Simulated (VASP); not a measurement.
LiH2:

```xyz
3
Lattice="2.9169 0.0000 0.0000 -1.4584 2.5261 0.0000 0.0000 0.0000 2.4669" Properties=species:S:1:pos:R:3 pbc="T T T"
Li    0.0000    0.0000    0.0000
H     0.0000    1.6841    1.2334
H     1.4584    0.8420    1.2334
```

The cell was built by a generator and needn't be a form met in nature.

- Program: VASP 6.6.1
- Task: single point
- Functional: PBE
- Potentials or basis: VASP PAW PBE potentials, release 64 (Li_sv, H)
- Cutoff: 520 eV
- k mesh: 10 × 10 × 11
- Occupations: fermi-dirac, width 0.05 eV
- Spin: no spin polarisation

On this cell: largest force under 0.003 eV/Å; band gap on the k mesh none (metal or under the smearing width).

The same run follows on a disturbed copy (atoms moved at random, drawn with an rms of 0.05 Å):

```
Li H
1.0
     2.91686    0.00000    0.00000
    -1.45843    2.52607    0.00000
     0.00000    0.00000    2.46688
Li H
1 2
Direct
  0.01499 0.99700 0.99587
  0.32267 0.66093 0.50980
  0.68621 0.33512 0.50729
```

Q: What does the disturbed cell give?

A: The energy (extrapolated to zero smearing) moves by +0.6 meV/atom; largest force 0.062 eV/Å; band gap on the k mesh none (metal or under the smearing width).

Forces on the atoms (eV/Å):
```
Li  -0.038  0.006  0.048
H    0.014 -0.014 -0.038
H    0.024  0.008 -0.010
```
